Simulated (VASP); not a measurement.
Input:

```
CELL_PARAMETERS angstrom
      0.00000     3.12069     3.12069
      3.12069     0.00000     3.12069
      3.12069     3.12069     0.00000
ATOMIC_POSITIONS crystal
  Cd 0.00000 0.00000 0.00000
  Se 0.25000 0.25000 0.25000
```

Calculation: PBE GGA with D3 dispersion (zero damping), VASP's PBE PAW potentials (set 64) (plane waves; VASP 6.6.1). Settings: 520 eV cut-off, 8×8×8 Γ-centred mesh, Gaussian smearing of 0.050 eV, potentials Cd Se.

Predict the energy per atom (σ→0), pressure, band gap (on the k-mesh) with the smallest direct gap where there is one.

```json
{
  "band gap (on the k-mesh)": "0.45 eV",
  "smallest direct gap (on the k-mesh)": "0.45 eV",
  "energy per atom (σ→0)": "-288.5 kJ/mol of atoms",
  "pressure": "-2.51 GPa"
}
```

Total energies compare only between runs with the same potentials, cut-off and functional.

The compound is CdSe in the zinc blende structure, whereas wurtzite is the usual form. This cell is one point of a volume scan, at 1.06 of the reference volume.
